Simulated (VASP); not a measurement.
Write the native input for VASP 6.6.1 that does the following.

```
Task                    : density of states
Functional              : PBE
Potentials or basis     : VASP PAW PBE potentials, release 64 (Ti_sv, Ru_pv, N)
Cutoff                  : 520 eV
k mesh                  : 12 × 12 × 8
Occupations             : gaussian, width 0.1 eV
Spin                    : no spin polarisation
k mesh for the DOS      : 18 × 18 × 12
Occupations for the DOS : tetrahedron
Further INCAR settings  : ALGO = Normal; EDIFF = 1e-07; NBANDS = 26
```

TiRuN2:

```
Ti Ru N
1.0
     3.02469    0.00000    0.00000
     0.00000    3.02469    0.00000
     0.00000    0.00000    4.27307
Ti Ru N
1 1 2
Direct
  0.50000 0.50000 0.50000
  0.00000 0.00000 0.00000
  0.50000 0.50000 0.00000
  0.00000 0.00000 0.50000
```

The cell was built by a generator and needn't be a form met in nature.

The input as run:

POSCAR

```
TiRuN2                                  
1.0
    3.0246938985      0.0000000000      0.0000000000
    0.0000000000      3.0246938985      0.0000000000
    0.0000000000      0.0000000000      4.2730672857
  Ti              Ru              N             
     1     1     2
Direct
     0.5000000000000000    0.5000000000000000    0.5000000000000000
     0.0000000000000000    0.0000000000000000    0.0000000000000000
     0.5000000000000000    0.5000000000000000    0.0000000000000000
     0.0000000000000000    0.0000000000000000    0.5000000000000000
```

INCAR.step1

```
PREC = Accurate
ENCUT = 520
EDIFF = 1E-7
ISMEAR = 0
SIGMA = 0.1
LREAL = F
LASPH = T
NELM = 80
ALGO = Normal
ISIF = 2
LWAVE = F
LCHARG = T
LMAXMIX = 4
GGA = PE
NBANDS = 26
KPAR = 4
```

KPOINTS.step1

```
regular mesh
0
Gamma
  12 12 8
```

INCAR.step2

```
PREC = Accurate
ENCUT = 520
EDIFF = 1E-7
ISMEAR = -5
SIGMA = 0.1
LREAL = F
LASPH = T
NELM = 80
ALGO = Normal
ISIF = 2
LWAVE = F
LCHARG = F
LMAXMIX = 4
GGA = PE
LORBIT = 11
NBANDS = 26
KPAR = 4
NEDOS = 2001
ICHARG = 11
```

KPOINTS.step2

```
regular mesh
0
Gamma
  18 18 12
```

Potentials or basis: VASP PAW PBE potentials, release 64 (Ti_sv, Ru_pv, N).

Run with:

```console
$ cat potpaw_PBE.64/Ti_sv/POTCAR potpaw_PBE.64/Ru_pv/POTCAR potpaw_PBE.64/N/POTCAR > POTCAR
$ cp INCAR.step1 INCAR
$ cp KPOINTS.step1 KPOINTS
$ mpirun -np 4 vasp_std > vasp.out
$ cp INCAR.step2 INCAR
$ cp KPOINTS.step2 KPOINTS
$ mpirun -np 4 vasp_std > vasp.out
```

It gave:

```yaml
Valence_electrons_inside_the_program's_atomic_spheres: Ti 10.28; Ru 12.62; N 3.70, 3.71
```

It took 67 s on 4 MPI ranks on Intel(R) Xeon(R) Platinum 8259CL CPU @ 2.50GHz (Skylake/Cascade Lake), with other jobs on the host, peak memory 0.47 GiB a rank.
